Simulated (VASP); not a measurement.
Output of a VASP run:

**OUTCAR**
```
 ion  position               nearest neighbor table
   1  0.000  0.000  0.000-  38 2.09  46 2.09  49 2.09  57 2.09  24 2.09  63 2.09   3 3.24   5 3.24
 Subroutine IBZKPT returns following result:
 Found      1 irreducible k-points:

 Following reciprocal coordinates:
            Coordinates               Weight
  0.000000  0.000000  0.000000      1.000000
   k-points           NKPTS =      1   k-points in BZ     NKDIM =      1   number of bands    NBANDS=    229
   number of dos      NEDOS =    301   number of ions     NIONS =     72
   total plane-waves  NPLWV = 110592
   dimension x,y,z NGX =    48 NGY =   48 NGZ =   48
   dimension x,y,z NGXF=    96 NGYF=   96 NGZF=   96
   ions per type =              23  48   1
   PREC   = normal    normal or accurate (medium, high low for compatibility)
   ISTART =      0    job   : 0-new  1-cont  2-samecut
   ICHARG =      2    charge: 1-file 2-atom 10-const
   ISPIN  =      1    spin polarized calculation?
   LNONCOLLINEAR =      F non collinear calculations
   LSORBIT =      F    spin-orbit coupling
   INIWAV =      1    electr: 0-lowe 1-rand  2-diag
   ENCUT  =  400.0 eV  29.40 Ry    5.42 a.u.  15.74 15.74 15.84*2*pi/ulx,y,z
   NELM   =    100;   NELMIN=  4; NELMDL= -5     # of ELM steps
   EDIFF  = 0.1E-04   stopping-criterion for ELM
   LREAL  =      T    real-space projection
   NLSPLINE    = F    spline interpolate recip. space projectors
   LMAXMIX     =    4 max onsite mixed and CHGCAR
   VOSKOWN=      0    Vosko Wilk Nusair interpolation
   EDIFFG = -.3E-01   stopping-criterion for IOM
   NSW    =     60    number of steps for IOM
   NBLOCK =      1;   KBLOCK =     60    inner block; outer block
   IBRION =      2    ionic relax: 0-MD 1-quasi-New 2-CG
   NFREE  =      1    steps in history (QN), initial steepest desc. (CG)
   ISIF   =      2    stress and relaxation
   ISYM   =      0    0-nonsym 1-usesym 2-fastsym
   TEIN   =    0.0    initial temperature
   TEBEG  =    0.0;   TEEND  =   0.0 temperature during run
   SMASS  =  -3.00    Nose mass-parameter (am)
   PSTRESS=    0.0 pullay stress
   NELECT =     382.0000    total number of electrons
   EFERMI =   0.00;   METHOD = LEGACY
   ISMEAR =     0;   SIGMA  =   0.05  broadening in eV -4-tet -1-fermi 0-gaus
   IALGO  =     68    algorithm
   LDIAG  =      T    sub-space diagonalisation (order eigenvalues)
   IMIX   =      4    mixing-type and parameters
     AMIX     =   0.40;   BMIX     =  1.00
     AMIX_MAG =   1.60;   BMIX_MAG =  1.00
     AMIN     =   0.10
   GGA     = PE    functional components
   VOSKOWN =     0    Vosko Wilk Nusair interpolation
   LHFCALC =     F    Hartree Fock is set to
   LHFONE  =     F    Hartree Fock one center treatment
   AEXX    =    0.0000 exact exchange contribution
   IVDW    =     0    specifies the selected vdW correction
   LEPSILON=     F    determine dielectric tensor
   LRPA    =     F    only Hartree local field effects (RPA)
  energy-cutoff  :      400.00
  volume of cell :      904.59
      direct lattice vectors                 reciprocal lattice vectors
     9.649823632  0.000000000  0.000000000     0.103628837  0.000000000  0.000000000
     0.000000000  9.649823632  0.000000000     0.000000000  0.103628837  0.000000000
     0.000000000  0.000000000  9.714305805     0.000000000  0.000000000  0.102940964
 k-point     1 :   0.0000 0.0000 0.0000  plane waves:    8204
 maximum number of plane-waves:      8204
```

### OSZICAR
```
...
RMM:   2    -0.450668000606E+03   -0.58679E-04   -0.64815E-04   458   0.571E-02    0.125E-02
RMM:   3    -0.450668002600E+03   -0.19941E-05   -0.53850E-05   369   0.168E-02    0.834E-03
RMM:   4    -0.450668001807E+03    0.79381E-06   -0.12655E-05   270   0.712E-03
   9 F= -.45066800E+03 E0= -.45066800E+03  d E =-.595542E-02
       N       E                     dE             d eps       ncg     rms          rms(c)
DAV:   1    -0.450668274338E+03   -0.27174E-03   -0.14950E+00   484   0.294E+00    0.194E-01
RMM:   2    -0.450670846346E+03   -0.25720E-02   -0.28183E-02   458   0.375E-01    0.752E-02
RMM:   3    -0.450670951342E+03   -0.10500E-03   -0.20580E-03   461   0.108E-01    0.495E-02
RMM:   4    -0.450670922893E+03    0.28449E-04   -0.54521E-04   462   0.466E-02    0.136E-02
RMM:   5    -0.450670936862E+03   -0.13969E-04   -0.15337E-04   457   0.194E-02    0.796E-03
RMM:   6    -0.450670937955E+03   -0.10935E-05   -0.11215E-05   267   0.700E-03
  10 F= -.45067094E+03 E0= -.45067094E+03  d E =-.293615E-02
       N       E                     dE             d eps       ncg     rms          rms(c)
DAV:   1    -0.450670387554E+03    0.54931E-03   -0.60729E-01   484   0.188E+00    0.123E-01
RMM:   2    -0.450671437757E+03   -0.10502E-02   -0.11501E-02   458   0.239E-01    0.480E-02
RMM:   3    -0.450671480316E+03   -0.42559E-04   -0.84052E-04   461   0.687E-02    0.317E-02
RMM:   4    -0.450671468673E+03    0.11643E-04   -0.22459E-04   457   0.298E-02    0.864E-03
RMM:   5    -0.450671474339E+03   -0.56661E-05   -0.61740E-05   348   0.124E-02
  11 F= -.45067147E+03 E0= -.45067147E+03  d E =-.347253E-02
       N       E                     dE             d eps       ncg     rms          rms(c)
DAV:   1    -0.450670451653E+03    0.10170E-02   -0.14535E+00   474   0.292E+00    0.190E-01
RMM:   2    -0.450672992910E+03   -0.25413E-02   -0.27758E-02   458   0.375E-01    0.745E-02
RMM:   3    -0.450673106835E+03   -0.11392E-03   -0.21717E-03   469   0.108E-01    0.486E-02
RMM:   4    -0.450673081644E+03    0.25191E-04   -0.56776E-04   465   0.469E-02    0.132E-02
RMM:   5    -0.450673095050E+03   -0.13407E-04   -0.14749E-04   456   0.192E-02    0.828E-03
RMM:   6    -0.450673096179E+03   -0.11290E-05   -0.11949E-05   269   0.715E-03
  12 F= -.45067310E+03 E0= -.45067310E+03  d E =-.162184E-02
       N       E                     dE             d eps       ncg     rms          rms(c)
DAV:   1    -0.450673080296E+03    0.14755E-04   -0.22101E-02   524   0.360E-01    0.230E-02
RMM:   2    -0.450673119100E+03   -0.38804E-04   -0.42476E-04   458   0.462E-02    0.927E-03
RMM:   3    -0.450673120727E+03   -0.16264E-05   -0.33917E-05   316   0.134E-02    0.607E-03
RMM:   4    -0.450673120353E+03    0.37328E-06   -0.85773E-06   267   0.583E-03
  13 F= -.45067312E+03 E0= -.45067312E+03  d E =-.164601E-02
       N       E                     dE             d eps       ncg     rms          rms(c)
DAV:   1    -0.450672374458E+03    0.74627E-03   -0.86327E-01   516   0.228E+00    0.147E-01
RMM:   2    -0.450673884084E+03   -0.15096E-02   -0.16509E-02   458   0.292E-01    0.576E-02
RMM:   3    -0.450673935341E+03   -0.51257E-04   -0.12883E-03   467   0.842E-02    0.375E-02
RMM:   4    -0.450673916776E+03    0.18565E-04   -0.34705E-04   464   0.371E-02    0.936E-03
RMM:   5    -0.450673924940E+03   -0.81633E-05   -0.86414E-05   385   0.152E-02
  14 F= -.45067392E+03 E0= -.45067392E+03  d E =-.804586E-03
```

OUTCAR:
```
------------------------ aborting loop because EDIFF is reached ----------------------------------------
  FORCE on cell =-STRESS in cart. coord.  units (eV):
  Direction    XX          YY          ZZ          XY          YZ          ZX
  --------------------------------------------------------------------------------------
  Total      -34.4650701    -34.5252537    -30.0351211      2.0772307     -0.0025326      0.0014309
  in kB      -61.0434718    -61.1500672    -53.1972825      3.6791270     -0.0044856      0.0025344
  external PRESSURE =     -58.4636072 kB  Pullay stress =       0.0000000 kB
  volume of cell :      904.59
      direct lattice vectors                 reciprocal lattice vectors
     9.649823632  0.000000000  0.000000000     0.103628837  0.000000000  0.000000000
     0.000000000  9.649823632  0.000000000     0.000000000  0.103628837  0.000000000
     0.000000000  0.000000000  9.714305805     0.000000000  0.000000000  0.102940964
 POSITION                                       TOTAL-FORCE (eV/Angst)
 -----------------------------------------------------------------------------------
      0.00140      0.00012      9.71331         0.004261      0.005093      0.011556
      2.40512      2.40368      1.62182         0.006897      0.003720      0.012107
      0.00033      0.00050      3.23779         0.003912      0.004576     -0.001729
      2.40503      2.40353      4.85471         0.005291      0.005493     -0.010561
      0.00044      0.00095      6.47661         0.006388      0.005645      0.000980
      2.41368      2.41158      8.09596         0.008286      0.007024     -0.021976
      0.00212      4.82387      9.71283        -0.001538      0.003855      0.012241
      2.41513      7.23578      1.61229        -0.004880      0.003723     -0.000322
      0.00144      4.82548      3.23797        -0.006843     -0.008559      0.002675
      2.41490      7.23616      4.86504         0.010252     -0.008735     -0.006451
      0.00227      4.82395      6.47747        -0.002411     -0.001754     -0.011675
      2.41311      7.23720      8.09512         0.004961      0.000759      0.009148
      4.82640      9.64918      9.71288        -0.001760     -0.000224      0.010743
      7.23630      2.41488      1.61175        -0.002424     -0.005798      0.013902
      4.82568      0.00049      3.23806         0.000164     -0.000352      0.003135
      7.23607      2.41417      4.86517         0.001085      0.000359     -0.019141
      4.82642      9.64874      6.47767         0.000130      0.004645     -0.008234
      7.23810      2.41303      8.09553        -0.003014      0.001645      0.008642
      4.82534      4.82658      0.00014         0.003776     -0.008686     -0.011762
      7.24717      7.24544      1.62226        -0.004011     -0.005466      0.012019
      7.24727      7.24550      4.85504        -0.006716     -0.006243     -0.019228
      4.82692      4.82501      6.47727        -0.015945      0.007408      0.010487
      7.24162      7.23899      8.09602        -0.015084     -0.008789     -0.010152
      1.47598      1.47559      9.71189         0.000246     -0.004472      0.004100
      3.88404      0.92229      1.61549         0.003756      0.001561      0.001438
      0.92549      3.88374      1.61649        -0.002798      0.004937     -0.002935
      3.34119      3.33844      9.71242        -0.008168     -0.003925      0.002527
      1.45514      1.45572      3.23800         0.015881      0.012554      0.001796
      3.88354      0.92216      4.86098         0.010573      0.000827     -0.000087
      0.92678      3.88502      4.85935        -0.012464      0.000903      0.004328
      3.29800      3.29195      3.23828        -0.001502      0.004071      0.000191
      1.47531      1.47522      6.47886         0.007027      0.006460      0.000437
      3.89456      0.93753      8.09502         0.008993      0.010477      0.001601
      0.93912      3.89184      8.09523         0.006970      0.012860      0.004072
      3.33659      3.34221      6.47812         0.007005     -0.013983      0.008987
      1.45620      6.31871      9.70424        -0.000748     -0.000558     -0.002418
      3.86320      5.78754      1.54006         0.010110     -0.005833     -0.011587
      0.93675      8.71289      1.61406         0.006458     -0.001958     -0.004596
      3.33136      8.19509      9.70416         0.003546      0.003811     -0.003917
      1.48376      6.30028      3.23928        -0.000018      0.003619     -0.006606
      3.86906      5.79175      4.93844        -0.010825     -0.002818      0.002193
      0.93678      8.71353      4.86240         0.002735     -0.003031      0.001052
      3.34737      8.17130      3.23855         0.005081     -0.009213     -0.001711
      1.45809      6.31679      6.48626        -0.005691      0.005842      0.004178
      3.89041      5.76034      8.09556         0.007786     -0.002356     -0.000519
      0.93171      8.71707      8.09462         0.014505     -0.010671      0.005242
      3.33000      8.19711      6.48724         0.003823     -0.004427      0.000562
      6.31843      1.45617      9.70490         0.004109     -0.001674     -0.010123
      8.71387      0.93681      1.61296        -0.000381      0.001508      0.004164
      5.79065      3.86624      1.53844        -0.002906     -0.006323     -0.007115
      8.19737      3.33001      9.70461        -0.001284      0.004944     -0.010650
      6.30239      1.48074      3.23782        -0.000257      0.009110      0.003891
      8.71353      0.93688      4.86191         0.000020      0.002774      0.007381
      5.78689      3.86042      4.93933        -0.002397      0.009553     -0.004169
      8.17132      3.34769      3.23828        -0.010620      0.001404      0.005236
      6.32026      1.45402      6.48700        -0.000795     -0.000695      0.003886
...
```
(Selected blocks of OUTCAR.)

POSCAR:
```
InSn23O48
1
    9.6498236318     0.0000000000     0.0000000000
    0.0000000000     9.6498236318     0.0000000000
    0.0000000000     0.0000000000     9.7143058051
Sn O In
23 48 1
Direct
  0.0000000000   0.0000000000   0.0000000000
  0.2500000000   0.2500000000   0.1666670000
  0.0000000000   0.0000000000   0.3333330000
  0.2500000000   0.2500000000   0.5000000000
  0.0000000000   0.0000000000   0.6666670000
  0.2500000000   0.2500000000   0.8333330000
  0.0000000000   0.5000000000   0.0000000000
  0.2500000000   0.7500000000   0.1666670000
  0.0000000000   0.5000000000   0.3333330000
  0.2500000000   0.7500000000   0.5000000000
  0.0000000000   0.5000000000   0.6666670000
  0.2500000000   0.7500000000   0.8333330000
  0.5000000000   0.0000000000   0.0000000000
  0.7500000000   0.2500000000   0.1666670000
  0.5000000000   0.0000000000   0.3333330000
  0.7500000000   0.2500000000   0.5000000000
  0.5000000000   0.0000000000   0.6666670000
  0.7500000000   0.2500000000   0.8333330000
  0.5040010000   0.4962300000   0.9984790000
  0.7500000000   0.7500000000   0.1666670000
  0.7500000000   0.7500000000   0.5000000000
  0.4955690000   0.5033260000   0.6672980000
  0.7500000000   0.7500000000   0.8333330000
  0.1535000000   0.1535000000   0.0000000000
  0.4035000000   0.0965000000   0.1666670000
  0.0965000000   0.4035000000   0.1666670000
  0.3465000000   0.3465000000   0.0000000000
  0.1535000000   0.1535000000   0.3333330000
  0.4035000000   0.0965000000   0.5000000000
  0.0965000000   0.4035000000   0.5000000000
  0.3499060000   0.3441090000   0.3298740000
  0.1535000000   0.1535000000   0.6666670000
  0.4035000000   0.0965000000   0.8333330000
  0.0965000000   0.4035000000   0.8333330000
  0.3465000000   0.3465000000   0.6666670000
  0.1535000000   0.6535000000   0.0000000000
  0.4009430000   0.6002710000   0.1685890000
  0.0965000000   0.9035000000   0.1666670000
  0.3465000000   0.8465000000   0.0000000000
  0.1535000000   0.6535000000   0.3333330000
  0.4082360000   0.5995220000   0.4998070000
  0.0965000000   0.9035000000   0.5000000000
  0.3465000000   0.8465000000   0.3333330000
  0.1535000000   0.6535000000   0.6666670000
  0.4035000000   0.5965000000   0.8333330000
  0.0965000000   0.9035000000   0.8333330000
  0.3465000000   0.8465000000   0.6666670000
  0.6535000000   0.1535000000   0.0000000000
  0.9035000000   0.0965000000   0.1666670000
  0.6009960000   0.4030010000   0.1655360000
  0.8465000000   0.3465000000   0.0000000000
  0.6535000000   0.1535000000   0.3333330000
  0.9035000000   0.0965000000   0.5000000000
  0.5964830000   0.4014340000   0.5022850000
  0.8465000000   0.3465000000   0.3333330000
  0.6535000000   0.1535000000   0.6666670000
  0.9035000000   0.0965000000   0.8333330000
  0.5965000000   0.4035000000   0.8333330000
  0.8465000000   0.3465000000   0.6666670000
  0.6535000000   0.6535000000   0.0000000000
  0.9035000000   0.5965000000   0.1666670000
  0.5965000000   0.9035000000   0.1666670000
  0.8465000000   0.8465000000   0.0000000000
  0.6541510000   0.6508150000   0.3316850000
  0.9035000000   0.5965000000   0.5000000000
  0.5965000000   0.9035000000   0.5000000000
  0.8465000000   0.8465000000   0.3333330000
  0.6535000000   0.6535000000   0.6666670000
  0.9035000000   0.5965000000   0.8333330000
  0.5965000000   0.9035000000   0.8333330000
  0.8465000000   0.8465000000   0.6666670000
  0.4995930000   0.5021390000   0.3381410000
```

Write an INCAR and KPOINTS that could have produced this output.

This is not unique; one that fits is the input of the run itself, PBE GGA, plane waves, VASP's PBE PAW potentials (set 64).

INCAR:
```
SYSTEM = InSn23O48
PREC = Normal; ENCUT = 400; LREAL = Auto
LASPH = T; ISYM = 0; NELECT = 382.0
EDIFF = 1E-5; NELM = 100; NELMIN = 4
ALGO = Fast; LMAXMIX = 4
ISMEAR = 0; SIGMA = 0.05
GGA = PE
IBRION = 2; NSW = 60; ISIF = 2
EDIFFG = -0.03
LWAVE = F; LCHARG = F
```

KPOINTS:
```
Automatic mesh
0
Gamma
1 1 1
0 0 0
```

POTCAR, in this order: Sn O In (PBE.64 set). Program: vasp_gam.

At this cut-off the stress carries a Pulay error, which pulls relaxed volumes low. The cell is charged, with a uniform compensating background. The supercell is sampled at Γ alone, which is coarse: total energies, pressure and levels can be off, energies of defects by several tenths of an eV.

The cell is a supercell with a defect, built from SnO2 (rutile): In_Sn, charge +1. The run is not spin-polarised, so no state with unpaired spins was tried.
